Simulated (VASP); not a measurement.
Data:

```xyz
8
Lattice="5.0764 0.0000 0.0000 0.0000 5.0764 0.0000 0.0000 0.0000 5.0764" Properties=species:S:1:pos:R:3 pbc="T T T"
Nb     1.2691     0.0000     2.5382
Nb     2.5382     1.2691     0.0000
Nb     2.5382     3.8073     0.0000
Nb     3.8073     0.0000     2.5382
Nb     0.0000     2.5382     3.8073
Nb     0.0000     2.5382     1.2691
Sn     2.5382     2.5382     2.5382
Sn     0.0000     0.0000     0.0000
```

Computed with PBE GGA, VASP's PBE PAW potentials (set 64) (plane waves; VASP 6.6.1). Numerical set-up: 500 eV cut-off, 6×6×6 Γ-centred mesh, first-order Methfessel-Paxton smearing of 0.10 eV, potentials Nb_sv Sn_d.

Energy and stress use the plane-wave basis of the starting cell.

Problem. The ions, cell shape and volume at an external pressure of 45.0 GPa are relaxed. Predict the relaxed structure.

Solution. 
```xyz
8
Lattice="4.9944 0.0000 0.0000 0.0000 4.9944 0.0000 0.0000 0.0000 4.9944" Properties=species:S:1:pos:R:3 pbc="T T T"
Nb     1.2486     4.9944     2.4972
Nb     2.4972     1.2486     4.9944
Nb     2.4972     3.7458     0.0000
Nb     3.7458     4.9944     2.4972
Nb     4.9944     2.4972     3.7458
Nb     4.9944     2.4972     1.2486
Sn     2.4972     2.4972     2.4972
Sn     4.9944     0.0000     0.0000
```
Space group Pm-3n (223), at a tolerance of 0.03 Å.

Problem. How do energy and volume change from the first to the last step?

Solution. The energy (σ→0) changes by +180.4 meV/atom and the volume by -4.8 %, in 4 ionic steps.

The compound is Nb3Sn in the A15 structure. This run relaxes it under an external pressure of 45 GPa. Symmetry was kept, so distortions that lower it aren't found.
